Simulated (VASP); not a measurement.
Input:

```
CELL_PARAMETERS angstrom
      4.65063     0.00000     0.00000
      0.00000     4.65063     0.00000
      0.00000     0.00000     4.65063
ATOMIC_POSITIONS crystal
  Tl 0.00000 0.50000 0.50000
  Tl 0.50000 0.00000 0.50000
  Tl 0.50000 0.50000 0.00000
  Au 0.00000 0.00000 0.00000
```

These are PBEsol GGA, VASP's PBE PAW potentials (set 64) (plane waves; VASP 6.6.1) values and carry that method's errors. Settings: 400 eV cut-off, 8×8×8 Γ-centred mesh, tetrahedra with Blöchl corrections, potentials Tl_d Au.

The cores are frozen, which limits the accuracy of field gradients.

Q: Give the principal components of the electric field gradient (V/Å²) and the asymmetry η at each nucleus.

A: 
```
atom   Vxx   Vyy    Vzz     η
----  ----  ----  -----  ----
Tl1   20.0  20.0  -39.9  0.00
Tl2   20.0  20.0  -39.9  0.00
Tl3   20.0  20.0  -39.9  0.00
Au4    0.0   0.0    0.0     -
```

The structure comes from a computed database's Tl3Au entry (Pm-3m); how it stands against other phases isn't given here. It was relaxed first, which changed the volume by -5 %.
